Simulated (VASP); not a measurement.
Data:

```
CELL_PARAMETERS angstrom
      0.00000     3.17046     3.17046
      3.17046     0.00000     3.17046
      3.17046     3.17046     0.00000
ATOMIC_POSITIONS crystal
  Mg 0.25000 0.25000 0.25000
  Mg 0.75000 0.75000 0.75000
  Si 0.00000 0.00000 0.00000
```

The numbers are results of optB88-vdW, VASP's PBE PAW potentials (set 64) (plane waves; VASP), not measurements. Run with 520 eV cut-off, 6×6×6 Γ-centred mesh, Gaussian smearing of 0.050 eV, potentials Mg Si.

Task: Estimate the energy per atom (σ→0), band gap (on the k-mesh) with the smallest direct gap where there is one.

Result: 
The band gap (on the k-mesh) is 0.32 eV and the smallest direct gap (on the k-mesh) is 1.95 eV. The energy per atom (σ→0) is -1.555 eV/atom.

Only differences to runs with the same potentials and settings are physical.

The compound is Mg2Si in the antifluorite structure. It was relaxed first.
